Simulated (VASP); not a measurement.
# Br (relaxed from the hcp structure, space group P6_3/mmc): computed properties

Calculation: PBEsol GGA, VASP's PBE PAW potentials (set 64) (plane waves; VASP).

```yaml
space_group: P6_3/mmc (194)
cell: a = 3.738 Å, b = 3.738 Å, c = 4.268 Å, α = 90.00°, β = 90.00°, γ = 120.00°
volume_per_atom: 25.83 Å³/atom
band gap (over mesh and band path): none (metal, semimetal or under 0.01 eV)
band_gap_with_spin_orbit_coupling: none (metallic)
density: 5.14 g/cm³
optical Γ-point spectrum: 111i (×2), 193 cm⁻¹
C11: 41.3 GPa
C12: 21.0 GPa
C13: 32.8 GPa
C33: 102 GPa
C44: -43.9 GPa
C66: 10.2 GPa
```

Br is taken in the hexagonal space group P6₃/mmc (No. 194), Pearson symbol hP2. Conventional cell: a = b = 3.738 Å, c = 4.268 Å, α = β = 90.00°, γ = 120.00°. Br on 2c is coordinated by 6 Br at 3.035 Å (trigonal prismatic). (Neighbours: up to the widest gap in distance over summed covalent radii, below 1.35, at either atom.)

Finite-difference elastic constants of metals are sensitive to mesh and smearing; shear constants can be off by tens of GPa.

The structure was generated: Br was put into the hcp type (P6_3/mmc), which need not be its known phase. It was relaxed first. Symmetry was kept, so distortions that lower it aren't found.
